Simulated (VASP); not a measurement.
```
CELL_PARAMETERS angstrom
      1.84316    -3.19244     0.00000
      1.84316     3.19244     0.00000
      0.00000     0.00000     6.34084
ATOMIC_POSITIONS crystal
  Zr 0.00000 0.00000 0.00000
  S  0.33333 0.66667 0.22838
  S  0.66667 0.33333 0.77162
```

Method: PBE GGA, VASP's PBE PAW potentials (set 64) (plane waves; VASP). Numerical set-up: 480 eV cut-off, 6×6×4 Γ-centred mesh, Gaussian smearing of 0.050 eV, potentials Zr_sv S.

Energy and stress use the plane-wave basis of the starting cell. Without a dispersion term in the relaxation, distances and binding between the weakly bound layers, chains or molecules are unreliable, and so is what depends on them.

Question: The ions, cell shape and volume at an external pressure of 10.0 GPa are relaxed. What does this cell relax into?

Answer: 
```
CELL_PARAMETERS angstrom
      1.77019    -3.06605     0.00000
      1.77019     3.06605     0.00000
      0.00000     0.00000     5.37137
ATOMIC_POSITIONS crystal
  Zr 0.00000 0.00000 0.00000
  S  0.33333 0.66667 0.27496
  S  0.66667 0.33333 0.72504
```
Space group P-3m1 (164), at a tolerance of 0.03 Å.

Question: How do energy and volume change from the first to the last step?

Answer: The energy (σ→0) changes by +113.1 meV/atom and the volume by -21.9 %, in 22 ionic steps.

```tsv
step	E(σ→0) (eV)	max force (eV/Å)	pressure (GPa)	volume (Å³)
1	-21.4299	0.017	0.06	74.62
2	-20.1791	3.563	31.26	59.17
3	-21.2454	1.185	9.56	67.99
4	-21.2331	1.228	9.92	67.79
5	-21.2334	1.005	9.93	65.80
6	-21.1126	0.326	10.96	60.01
7	-19.8403	2.062	22.44	49.32
8	-21.0282	0.664	13.97	58.77
9	-20.6970	0.137	16.84	53.93
10	-20.9313	0.447	15.12	56.91
11	-21.0868	0.663	6.44	58.88
12	-21.0573	0.259	9.45	58.13
13	-21.0661	0.147	9.88	58.00
14	-21.0631	0.065	10.27	57.88
15	-21.0628	0.061	10.29	57.88
16	-21.0762	0.074	9.94	58.09
17	-21.0843	0.082	9.73	58.22
18	-21.0863	0.057	9.81	58.24
19	-21.0896	0.011	9.96	58.29
20	-21.0905	0.001	10.00	58.30
21	-21.0905	0.001	10.00	58.30
22	-21.0906	0.001	10.02	58.31
```

The compound is ZrS2 in the 1T layered structure. This run relaxes it under an external pressure of 10 GPa. Symmetry was kept, so distortions that lower it aren't found.
